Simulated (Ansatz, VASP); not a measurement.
Two plane-wave programs on SiSn2

```
Si Sn
1.0
     0.00000    2.57605    6.04336
     2.33639    0.00000    6.04336
     2.33639    2.57605    0.00000
Si Sn
1 2
Direct
  0.00000 0.00000 0.00000
  0.36099 0.36099 0.63901
  0.63901 0.63901 0.36099
```

Alike in both runs: functional PBE; k mesh 6 × 6 × 6; occupations gaussian, width 0.1 eV; no spin polarisation.

Ansatz relaxed the structure, and its values are those at the end. VASP's run is a single point on that final structure, the one shown.

|  | VASP | Ansatz |
| --- | --- | --- |
| version | VASP 6.6.1 | Ansatz 0.2.0 |
| potentials or method | VASP PAW PBE potentials, release 64 (Si, Sn_d) | scalar-relativistic, plane waves, PAW |
| plane-wave cutoff (eV) | 520 | 420 |
| valence electrons in the cell | 32 | 32 |

```tsv
	VASP	Ansatz	Ansatz less VASP
gap on the k mesh at the Fermi level (eV)	none	none	-
pressure (GPa)	-0.1	-0.1	0.00
rms of the force components (eV/Å)	0.013	0.014	+0.0011
```

A gap of «none» marks a metal or a gap that the smearing closes. With one functional, cell and mesh, what is left measures potentials, basis and numerics.
